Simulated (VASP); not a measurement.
OSZICAR of a VASP run on CsPbBr$_{3}$ (cubic perovskite):

File OSZICAR:
```
       N       E                     dE             d eps       ncg     rms          rms(c)
DAV:   1     0.441876790977E+03    0.44188E+03   -0.20145E+04  1040   0.161E+03
DAV:   2     0.417050092881E+02   -0.40017E+03   -0.39047E+03  1190   0.383E+02
DAV:   3    -0.103807112651E+02   -0.52086E+02   -0.51396E+02  1304   0.139E+02
DAV:   4    -0.124320578025E+02   -0.20513E+01   -0.20465E+01  1270   0.298E+01
DAV:   5    -0.124886974041E+02   -0.56640E-01   -0.56586E-01  1438   0.517E+00    0.147E+01
DAV:   6    -0.122709658050E+02    0.21773E+00   -0.36970E-01  1468   0.586E+00    0.872E+00
DAV:   7    -0.122438909792E+02    0.27075E-01   -0.41284E-01  1576   0.443E+00    0.733E-01
DAV:   8    -0.122376530885E+02    0.62379E-02   -0.76970E-02  1540   0.281E+00    0.340E-01
DAV:   9    -0.122378182097E+02   -0.16512E-03   -0.42277E-03  1524   0.744E-01    0.520E-02
DAV:  10    -0.122378480994E+02   -0.29890E-04   -0.21650E-04  1366   0.996E-02    0.160E-02
DAV:  11    -0.122378601486E+02   -0.12049E-04   -0.50307E-05  1600   0.755E-02    0.194E-02
DAV:  12    -0.122378586329E+02    0.15157E-05   -0.78110E-06  1540   0.227E-02    0.502E-03
DAV:  13    -0.122378586079E+02    0.25004E-07   -0.15854E-06   838   0.150E-02
   1 F= 0.11547721E+02 E0= 0.11547795E+02  d E =0.115477E+02
```

Which electronic solver shows in the log?

It is blocked Davidson (ALGO = Normal, or the opening steps of other solvers). The INCAR had ALGO = Normal.

Can the final energy be trusted as converged?

The calculation finished and met its thresholds. It stopped with EDIFF = 1E-6, NELM = 100, NSW = 40 and EDIFFG = -0.02 after 1 ionic step (PBEsol GGA, plane waves, VASP's PBE PAW potentials (set 64)).

The compound is CsPbBr3 in the cubic perovskite structure, the ideal cubic form; the compound distorts at low or room temperature. It was relaxed first under an external pressure of 30 GPa.
